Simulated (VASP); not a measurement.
# KNa with r2SCAN: from relaxation to properties, part 2 of 3

What structure does KNa take at this level, and what are its properties? The cell is invented: it takes the structure of a Materials Project entry for K (space group 225 there), with some of its atoms replaced by other elements, volume scaled by an estimate. It may not be a known or stable phase. Left out of this account: 1 further run (relaxation: a spoilt try).

VASP 6.6.1; r2SCAN; plane waves and PAW (K_sv, Na_pv); invented cell.

Still holding for the runs below: The k-mesh is coarse for a metal.

So far. Step 2 (Relaxing cell and atoms (r2SCAN)): It ends with forces that vanish by symmetry and a pressure of -0.01 GPa. Step 3 (Second relaxation): It ends with forces that vanish by symmetry and a pressure of -0.02 GPa. The relaxed cell has a = 4.277, c = 20.774 Å (conventional setting).

**4. Density, ELF and potential (r2SCAN)**

The relaxed cell gets a fresh self-consistent run, on a basis set for its own volume, to fix the density and to check the remaining stress.

File INCAR:

```
SYSTEM = KNa
PREC = Accurate
ENCUT = 400
EDIFF = 1E-06
NELM = 100
ISMEAR = -1
SIGMA = 0.05
LREAL = .FALSE.
ALGO = Normal
METAGGA = R2SCAN
LASPH = .TRUE.
LORBIT = 11
LWAVE = .FALSE.
LCHARG = .TRUE.
ISIF = 2
LELF = .TRUE.
LVHAR = .TRUE.
```

File POSCAR:

```
KNa
1.0
    2.1387490378      1.2348071867      6.9246673495
   -2.1387490378      1.2348071867      6.9246673495
    0.0000000000     -2.4696143736      6.9246673495
K Na
1 1
Direct
    0.5000000000      0.5000000000      0.5000000000
    0.0000000000      0.0000000000      0.0000000000
```

File KPOINTS:

```
Automatic mesh
0
Gamma
5 5 5
0 0 0
```

The projector-augmented-wave data sets are K_sv and Na_pv (PBE family, release 64).

Started as:

```sh
$ mpirun -np 1 vasp_std
```

What it wrote:

```text
[... set-up lines as in an earlier step ...]
 entering main loop
       N       E                     dE             d eps       ncg     rms          rms(c)
DAV:   1     0.770217465245E+02    0.77022E+02   -0.71684E+03   504   0.950E+02
DAV:   2    -0.575792594710E+01   -0.82780E+02   -0.80274E+02   468   0.275E+02
DAV:   3    -0.118734840812E+02   -0.61156E+01   -0.60624E+01   808   0.666E+01
DAV:   4    -0.123671032494E+02   -0.49362E+00   -0.49213E+00   656   0.107E+01
DAV:   5    -0.123811485514E+02   -0.14045E-01   -0.14027E-01   716   0.165E+00    0.234E+00
DAV:   6    -0.949314390520E+01    0.28880E+01   -0.16531E+00   532   0.109E+01    0.990E-01
DAV:   7    -0.949772526711E+01   -0.45814E-02   -0.73512E-02   552   0.256E+00    0.702E-01
DAV:   8    -0.949988401546E+01   -0.21587E-02   -0.23294E-02   532   0.176E+00    0.968E-02
DAV:   9    -0.949998818228E+01   -0.10417E-03   -0.27522E-03   640   0.440E-01    0.598E-02
DAV:  10    -0.949984000455E+01    0.14818E-03   -0.38269E-04   596   0.232E-01    0.234E-02
DAV:  11    -0.949979680918E+01    0.43195E-04   -0.23128E-05   652   0.318E-02    0.924E-03
DAV:  12    -0.949973895291E+01    0.57856E-04   -0.79428E-06   504   0.280E-02    0.335E-03
DAV:  13    -0.949975149064E+01   -0.12538E-04   -0.51080E-07   428   0.597E-03    0.735E-04
DAV:  14    -0.949974930970E+01    0.21809E-05   -0.83667E-08   280   0.355E-03    0.331E-04
DAV:  15    -0.949974886048E+01    0.44923E-06   -0.23463E-08   264   0.158E-03
   1 F= -.94997489E+01 E0= -.94964089E+01  d E =-.668001E-02
```

Elapsed: 1.7 min, on 1 MPI rank of Intel Xeon 6975P-C (Granite Rapids), shared host; peak memory 0.34 GiB.

From OUTCAR (step 4):

```text
  LATTYP: Found a trigonal (rhomboedric) cell.
 ALAT       =     7.3518714717
 COS(alpha) =     0.8307401943

The static configuration has the point symmetry D_3d.

 Found     19 irreducible k-points:

   ENCUT  =  400.0 eV  29.40 Ry    5.42 a.u.  11.99 11.99 11.99*2*pi/ulx,y,z

   NELECT =      16.0000    total number of electrons

 E-fermi :   0.1142

 k-point     1 :       0.0000    0.0000    0.0000
  band No.  band energies     occupation
    ...
      4     -26.2024      2.00000
      5     -16.2026      2.00000
      6     -16.1845      2.00000
      7     -16.1845      2.00000
      8      -2.6748      2.00000
      9       0.6312      0.00006
     10       0.7680      0.00000
     11       5.0862      0.00000
     12       5.0862      0.00000

 k-point     2 :       0.2000   -0.0000   -0.0000
  band No.  band energies     occupation
    ...
      4     -26.2030      2.00000
      5     -16.2304      2.00000
      6     -16.1954      2.00000
      7     -16.1949      2.00000
      8      -2.1485      2.00000
      9       0.6997      0.00002
     10       1.5443      0.00000
     11       3.8408      0.00000
     12       5.1224      0.00000

  Total       -0.0194164     -0.0194164     -0.0194696      0.0000000      0.0000000     -0.0000000
  in kB       -0.2835107     -0.2835106     -0.2842875      0.0000000      0.0000000     -0.0000000
  external PRESSURE =      -0.2837696 kB  Pullay stress =       0.0000000 kB

  energy-cutoff  :      400.00
  volume of cell :      109.73
      direct lattice vectors                 reciprocal lattice vectors
     2.138749038  1.234807187  6.924667349     0.233781520  0.134973839  0.048137090
    -2.138749038  1.234807187  6.924667349    -0.233781520  0.134973839  0.048137090
     0.000000000 -2.469614374  6.924667349     0.000000000 -0.269947678  0.048137090

 POSITION                                       TOTAL-FORCE (eV/Angst)
 -----------------------------------------------------------------------------------
      0.00000     -0.00000     10.38700         0.000000     -0.000000     -0.000000
      0.00000      0.00000      0.00000         0.000000      0.000000      0.000000
 -----------------------------------------------------------------------------------
    total drift:                                0.000000      0.000000     -0.000000

  FREE ENERGIE OF THE ION-ELECTRON SYSTEM (eV)
  ---------------------------------------------------
  free  energy   TOTEN  =        -9.4997488605 eV

  energy  without entropy=       -9.4930688518  energy(sigma->0) =       -9.49640886

[... 5 parts as in an earlier step ...]

[... 6 further parts left out ...]
```

Numbers from this step:

```yaml
scf_cycles: 15
pressure: -0.02838 GPa
```

Valence electrons inside each PAW sphere by angular momentum. Sphere charges, by row:

| atom | s (e) | p (e) | d (e) | tot (e) |
| --- | --- | --- | --- | --- |
| K1 | 1.981 | 5.66 | 0.008 | 7.649 |
| Na2 | 0.078 | 5.962 | 0 | 6.04 |

ELF in the ac plane of the conventional cell at fractional y = 0.000, with atoms of K and Na within 0.2 Å of it. It is the smooth field of the valence electrons, not physical close to the nuclei.

Ten even steps from '_' (0.03) to '@' (0.79), each cell a mean:
```
..::..____==****++::____::::
..::::--++++++++++++==--::::
##**++--..________..::==++**
++--..______..::..______::==
==--..______....________::==
****++--::........::--==++**
######**++==----==++****####
####**==::________..--****##
******++::..______..--******
::----==++++++++++++++==--::
==--::____::==++--..__..--==
##@@@@**..____..____==%%@@%%
%%@@@@++..__..::____--##@@@@
::::..__..--++**==::____..::
--====++++++======++++++====
##****==::________..--++**##
####**++::..______..--****##
####******++======++****####
**++==::..________..::--++**
==--..______..::..______::==
++==..______....________::++
****++==::........::--==****
......::==********++--::....
..::::____--****++..__..--..
```
Columns run along a (4.3 Å), rows up along c (20.8 Å), edges of the conventional cell, whose origin can differ from the input's. Atoms in or near the plane, at fractional coordinates: K at (0.00, 0.50), Na at (0.00, 0.00).

Electrostatic potential energy in the ac plane of the conventional cell at fractional y = 0.000, with atoms of K and Na within 0.2 Å of it. With pseudopotentials it is smooth inside the atoms' cores, unlike the true potential.

Ten even steps from '_' (-16 eV) to '@' (3 eV), each cell a mean:
```
__..--##%%@@@@@@@@@@%%**::..
%%%%%%@@@@@@@@@@@@@@@@%%%%%%
@@@@@@@@@@%%%%%%%%@@@@@@@@@@
@@@@%%%%%%##########%%%%@@@@
@@@@@@%%%%########%%%%%%@@@@
@@@@@@@@@@@@%%%%@@@@@@@@@@@@
@@@@@@@@@@@@@@@@@@@@@@@@@@@@
@@@@@@@@@@%%%%%%%%%%@@@@@@@@
@@@@@@@@@@%%%%%%%%%%@@@@@@@@
@@@@@@@@@@@@@@@@@@@@@@@@@@@@
****##%%%%@@@@@@@@@@%%##****
____::==##%%%%%%%%##**--..__
__..::++##%%%%@@%%%%**==..__
####%%%%@@@@@@@@@@@@%%%%####
@@@@@@@@@@@@@@@@@@@@@@@@@@@@
@@@@@@@@@@%%%%%%%%%%@@@@@@@@
@@@@@@@@@@%%%%%%%%%%@@@@@@@@
@@@@@@@@@@@@@@@@@@@@@@@@@@@@
@@@@@@@@@@%%%%%%%%@@@@@@@@@@
@@@@%%%%%%##########%%%%@@@@
@@@@@@%%%%########%%%%%%@@@@
@@@@@@@@@@@@@@@@@@@@@@@@@@@@
####%%%%@@@@@@@@@@@@@@%%%%##
____::**%%@@@@@@@@%%##++..__
```
Columns run along a (4.3 Å; values clipped at the 3rd and 97th percentile), rows up along c (20.8 Å), edges of the conventional cell, whose origin can differ from the input's. Atoms in or near the plane, at fractional coordinates: K at (0.00, 0.50), Na at (0.00, 0.00).

Valence density in the ac plane of the conventional cell at fractional y = 0.000, with atoms of K and Na within 0.2 Å of it. It is the smooth field of the valence electrons, not physical close to the nuclei.

Values in units of 1e0 e/Å³, 24 rows by 14 columns, each cell a mean:
```
4.2 2.2 0.5 0.1 0.0 0.0 0.0 0.0 0.0 0.0 0.0 0.1 1.1 3.4
0.0 0.0 0.0 0.0 0.0 0.0 0.0 0.0 0.0 0.0 0.0 0.0 0.0 0.0
0.0 0.0 0.0 0.0 0.0 0.0 0.0 0.0 0.0 0.0 0.0 0.0 0.0 0.0
0.0 0.0 0.0 0.0 0.0 0.1 0.1 0.1 0.1 0.0 0.0 0.0 0.0 0.0
0.0 0.0 0.0 0.0 0.0 0.0 0.1 0.1 0.1 0.0 0.0 0.0 0.0 0.0
0.0 0.0 0.0 0.0 0.0 0.0 0.0 0.0 0.0 0.0 0.0 0.0 0.0 0.0
0.0 0.0 0.0 0.0 0.0 0.0 0.0 0.0 0.0 0.0 0.0 0.0 0.0 0.0
0.0 0.0 0.0 0.0 0.0 0.0 0.0 0.0 0.0 0.0 0.0 0.0 0.0 0.0
0.0 0.0 0.0 0.0 0.0 0.0 0.0 0.0 0.0 0.0 0.0 0.0 0.0 0.0
0.0 0.0 0.0 0.0 0.0 0.0 0.0 0.0 0.0 0.0 0.0 0.0 0.0 0.0
0.3 0.2 0.1 0.0 0.0 0.0 0.0 0.0 0.0 0.0 0.0 0.1 0.1 0.2
3.5 2.7 1.3 0.4 0.1 0.0 0.0 0.0 0.0 0.0 0.2 0.7 2.0 3.2
2.8 2.1 1.0 0.3 0.1 0.0 0.0 0.0 0.0 0.0 0.1 0.5 1.5 2.5
0.1 0.1 0.1 0.0 0.0 0.0 0.0 0.0 0.0 0.0 0.0 0.0 0.1 0.1
0.0 0.0 0.0 0.0 0.0 0.0 0.0 0.0 0.0 0.0 0.0 0.0 0.0 0.0
0.0 0.0 0.0 0.0 0.0 0.0 0.0 0.0 0.0 0.0 0.0 0.0 0.0 0.0
0.0 0.0 0.0 0.0 0.0 0.0 0.0 0.0 0.0 0.0 0.0 0.0 0.0 0.0
0.0 0.0 0.0 0.0 0.0 0.0 0.0 0.0 0.0 0.0 0.0 0.0 0.0 0.0
0.0 0.0 0.0 0.0 0.0 0.0 0.0 0.0 0.0 0.0 0.0 0.0 0.0 0.0
0.0 0.0 0.0 0.0 0.0 0.1 0.1 0.1 0.1 0.0 0.0 0.0 0.0 0.0
0.0 0.0 0.0 0.0 0.0 0.0 0.1 0.1 0.1 0.0 0.0 0.0 0.0 0.0
0.0 0.0 0.0 0.0 0.0 0.0 0.0 0.0 0.0 0.0 0.0 0.0 0.0 0.0
0.1 0.0 0.0 0.0 0.0 0.0 0.0 0.0 0.0 0.0 0.0 0.0 0.0 0.1
6.4 3.4 0.7 0.1 0.0 0.0 0.0 0.0 0.0 0.0 0.0 0.2 1.7 5.1
```
Columns run along a (4.3 Å), rows up along c (20.8 Å), edges of the conventional cell, whose origin can differ from the input's. Atoms in or near the plane, at fractional coordinates: K at (0.00, 0.50), Na at (0.00, 0.00).

In this run the pressure is -0.03 GPa, small enough to go on.

**5. Band structure (r2SCAN)**

Levels along the symmetry lines show where the bands peak and cross; KPOINTS_OPT computes them in the converged potential.

Edit INCAR of step 4 so:

```diff
@@ -13,5 +13,2 @@
 LWAVE = .FALSE.
-LCHARG = .TRUE.
-ISIF = 2
-LELF = .TRUE.
-LVHAR = .TRUE.
+LCHARG = .FALSE.
```

POSCAR is that of step 4.

KPOINTS is that of step 4.

File KPOINTS_OPT:

```
Line mode
16
Line-mode
Reciprocal
  0.00000000   0.00000000   0.00000000 GAMMA
  0.50000000   0.00000000   0.00000000 L

  0.50000000   0.00000000   0.00000000 L
  0.50000000   0.18786537  -0.18786537 B1

  0.81213463   0.50000000   0.18786537 B
  0.50000000   0.50000000   0.50000000 Z

  0.50000000   0.50000000   0.50000000 Z
  0.00000000   0.00000000   0.00000000 GAMMA

  0.00000000   0.00000000   0.00000000 GAMMA
  0.34393268   0.00000000  -0.34393268 X

  0.65606732   0.34393268   0.00000000 Q
  0.50000000   0.50000000   0.00000000 F

  0.50000000   0.50000000   0.00000000 F
  0.65606732   0.65606732   0.18786537 P1

  0.65606732   0.65606732   0.18786537 P1
  0.50000000   0.50000000   0.50000000 Z

  0.50000000   0.00000000   0.00000000 L
  0.81213463   0.34393268   0.34393268 P
```

Started as:

```sh
$ mpirun -np 1 vasp_std
```

What it wrote:

```text
[... set-up lines as in an earlier step ...]
 entering main loop
       N       E                     dE             d eps       ncg     rms          rms(c)
[... 15 cycles as in an earlier step ...]
   1 F= -.94997489E+01 E0= -.94964089E+01  d E =-.668001E-02
 Start KPOINTS_OPT (optional k-point list driver)
k-point batch [1-19\144]
       N       E                     dE             ncg
DAV:   1    -0.424081079034E+04   -0.85368E+04      496
DAV:   2    -0.603115856323E+04   -0.17903E+04      512
DAV:   3    -0.615240056151E+04   -0.12124E+03      800
DAV:   4    -0.615954860725E+04   -0.71480E+01      664
DAV:   5    -0.615967450222E+04   -0.12589E+00      688
DAV:   6    -0.615967936432E+04   -0.48621E-02      636
DAV:   7    -0.615967953742E+04   -0.17310E-03      752
DAV:   8    -0.615967954323E+04   -0.58084E-05      496
DAV:   9    -0.615967954425E+04   -0.10224E-05      376
DAV:  10    -0.615967954427E+04   -0.20096E-07      312
[...]
k-point batch [134-144\144]
       N       E                     dE             ncg
DAV:   1    -0.431141377192E+02   -0.70346E+04      280
DAV:   2    -0.105205571627E+04   -0.10089E+04      272
DAV:   3    -0.112005272003E+04   -0.67997E+02      468
DAV:   4    -0.112335167745E+04   -0.32990E+01      348
DAV:   5    -0.112346458799E+04   -0.11291E+00      436
DAV:   6    -0.112346614792E+04   -0.15599E-02      348
DAV:   7    -0.112346618909E+04   -0.41173E-04      412
DAV:   8    -0.112346618964E+04   -0.54124E-06      236
```

Wall time 5.9 min (1 MPI rank); peak memory 0.34 GiB.

From OUTCAR (step 5):

```text
   NELECT =      16.0000    total number of electrons

 E-fermi :   0.1142

[... 20 parts as in an earlier step ...]

[... 2 further parts left out ...]
```

The electronic bands at the labelled points (eV, zero at the Fermi level; # counts the bands kept):

| point | #1 | #2 | #3 |
| --- | --- | --- | --- |
| Γ | -2.79 | 0.52 | 0.65 |
| 0.47 of the way | -2.08 | 0.66 | 1.64 |
| L | 0.17 | 0.35 | 1.61 |
| 0.53 of the way | 0.54 | 0.61 | 1.89 |
| B1 | 1.14 | 1.24 | 1.25 |
| jump to B | 1.14 | 1.24 | 1.25 |
| 0.47 of the way | -1.08 | -0.67 | 2.94 |
| Z | -2.00 | -1.75 | 3.20 |
| 0.53 of the way | -2.59 | -0.71 | 2.03 |
| Γ | -2.79 | 0.52 | 0.65 |
| 0.53 of the way | -1.53 | 1.30 | 1.84 |
| X | 1.13 | 1.17 | 1.34 |
| jump to Q | 1.13 | 1.17 | 1.34 |
| 0.53 of the way | 0.64 | 0.64 | 1.59 |
| F | 0.44 | 0.50 | 1.43 |
| 0.47 of the way | 0.44 | 0.52 | 1.14 |
| P1 | 0.37 | 0.61 | 0.84 |
| 0.53 of the way | -1.47 | -1.11 | 3.41 |
| Z | -2.00 | -1.75 | 3.20 |
| jump to L | 0.17 | 0.35 | 1.61 |
| 0.47 of the way | 0.25 | 0.40 | 1.29 |
| P | 0.37 | 0.61 | 0.84 |

Of the projections kept (K, Na), the largest for each band there; the rest of the weight can lie on other orbitals:

| point | #1 | #2 | #3 |
| --- | --- | --- | --- |
| Γ | Na 0.65 | K 0.59 | K 0.65 |
| L | K 0.62 | Na 0.62 | K 0.82 |
| B1 | Na 0.55 | K 0.80 | K 0.53 |
| B | Na 0.55 | K 0.80 | K 0.53 |
| Z | Na 0.83 | K 0.85 | K 0.92 |
| Γ | Na 0.65 | K 0.59 | K 0.65 |

The electronic bands as a text plot (rows in eV; labels by their first letter):

```
    3.4 |                    **                           ***
    3.1 |                   *  **                        *   *
    2.9 |                  *     *
    2.6 |
    2.4 |                 *       *                     *
    2.1 |     *      *                     ***
    1.8 |    * *   **    *         *      * ***
    1.6 |   *   ***   * *                  *  * ****   *      *
    1.3 |              *            *    **    *    *          *
    1.0 | **   **     **                **     **    **
    0.8 |*   **      *  *            ****        *              *
    0.5 |****      **   **           ***          *****        **
    0.2 |        ***                          *               **
    0.0 |                **         *        *        **
   -0.3 |
   -0.5 |       *         **       *        *          **
   -0.8 |                   *                           **
   -1.1 |      *           *      *        *
   -1.3 |                   **   *                       **
   -1.6 |     *              ***          *               ***
   -1.9 |    *                ***                          ***
   -2.1 |                       **       *
   -2.4 |   *                     *     *
   -2.7 |***                       *****
         Γ       L    B|B       Z    Γ        X|Q   FP      Z|L P
```

There is no gap at this level.

Of the bands kept, 2 cross the Fermi level on this path.

(Continued in part 3 of 3.)

[Lines on the potential files, build, host, timing and source positions are cut from VASP's logs without a mark.]

[Logs are printed without paths, hosts, clocks, repeated set-up lines and the standing remarks that a program may print on its own settings, such as how far it seeks lower states.]

[Hosts, paths, dates, database ids (printed as entryN), source tags and the programs' standing remarks are cut or masked in the printed files.]

[A measured line is paired with the nearest computed mode of its activity, which favours agreement.]
